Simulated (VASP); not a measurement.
Here is the system:

```xyz
2
Lattice="0.0000 2.8521 2.8521 2.8521 0.0000 2.8521 2.8521 2.8521 0.0000" Properties=species:S:1:pos:R:3 pbc="T T T"
Co     0.0000     0.0000     0.0000
Al     1.4261     1.4261     1.4261
```
Starting moments (μB, in the order of the record's atoms Co Al): 3.0 0.0.

Computed with r2SCAN meta-GGA, VASP's PBE PAW potentials (set 64) (plane waves; VASP). Settings: 400 eV cut-off, 10×10×10 Γ-centred mesh, first-order Methfessel-Paxton smearing of 0.10 eV, potentials Co Al.

Energy and stress use the plane-wave basis of the starting cell.

Q: The ions, cell shape and volume are relaxed. Which structure does the run end with?

A: 
```xyz
2
Lattice="0.0000 2.7703 2.7703 2.7703 0.0000 2.7703 2.7703 2.7703 0.0000" Properties=species:S:1:pos:R:3 pbc="T T T"
Co     0.0000     0.0000     0.0000
Al     1.3851     1.3851     1.3851
```
Space group F-43m (216), at a tolerance of 0.03 Å. The cell ends with 1.76 μB, on the sites 1.82 -0.04 μB.

Q: How do energy and volume change from the first to the last step?

A: The energy (σ→0) changes by -21.9 meV/atom and the volume by -8.4 %, in 3 ionic steps.

```csv
step,E(σ→0) (eV),max force (eV/Å),pressure (GPa),volume (Å³)
1,-17.6246,0.000,-3.55,46.40
2,-17.6677,0.000,-0.50,43.03
3,-17.6685,0.000,0.03,42.52
```

The structure was generated: CoAl was put into the zinc blende type (F-43m), which need not be its known phase. This run relaxes it. Symmetry was kept, so distortions that lower it aren't found.
